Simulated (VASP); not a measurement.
Method: PBE GGA, VASP's PBE PAW potentials (set 64) (plane waves; VASP).

A VASP calculation is set up with these files.

KPOINTS:
```
Regular mesh
0
Gamma
 7 7 7
```

### POSCAR
```
Pt3Ti
1.0
  3.9463690317   0.0000000000   0.0000000000
  0.0000000000   3.9463690317   0.0000000000
  0.0000000000   0.0000000000   3.9463690317
Ti Pt
1 3
Cartesian
  0.0000000000   0.0000000000   0.0000000000
  0.0000000000   1.9731845159   1.9731845159
  1.9731845159   0.0000000000   1.9731845159
  1.9731845159   1.9731845159   0.0000000000
```

**INCAR**
```
SYSTEM = Pt3Ti
PREC = Accurate
ENCUT = 480
EDIFF = 1E-6
NELM = 100
ALGO = Normal
LREAL = .FALSE.
LASPH = .TRUE.
ISMEAR = 1
SIGMA = 0.1
GGA = PE
LMAXMIX = 6
LWAVE = .FALSE.
LCHARG = .FALSE.
IBRION = 2
ISIF = 3
NSW = 60
EDIFFG = -0.02
```

POTCAR, in this order: Ti_sv Pt (PBE.64 set). Program: vasp_std.

Unless said otherwise, spin-orbit coupling is left out, though it shifts the bands of the heavy elements here.

### Question
Predict the energy per atom (σ→0), band gap (on the k-mesh).

### Answer

The energy per atom (σ→0) comes out as -7.387 eV/atom. The band gap (on the k-mesh) comes out as none (metal, semimetal or under 0.01 eV).

OSZICAR:
```
...
DAV:  10    -0.295461556295E+02    0.52072E-01   -0.31641E-01  1426   0.379E+00    0.349E-01
DAV:  11    -0.295489541879E+02   -0.27986E-02   -0.65235E-03  1360   0.586E-01    0.527E-01
DAV:  12    -0.295464932459E+02    0.24609E-02   -0.16545E-02  1480   0.754E-01    0.982E-02
DAV:  13    -0.295464612368E+02    0.32009E-04   -0.23317E-04  1168   0.112E-01    0.522E-02
DAV:  14    -0.295464565906E+02    0.46463E-05   -0.23720E-05  1305   0.305E-02    0.408E-02
DAV:  15    -0.295464434978E+02    0.13093E-04   -0.76386E-05  1487   0.553E-02    0.460E-03
DAV:  16    -0.295464438278E+02   -0.32997E-06   -0.10388E-06   701   0.740E-03
   1 F= -.29546444E+02 E0= -.29546476E+02  d E =-.295464E+02
```

The compound is Pt3Ti in the L1_2 structure. It was relaxed first. The start is the result of an earlier pass.
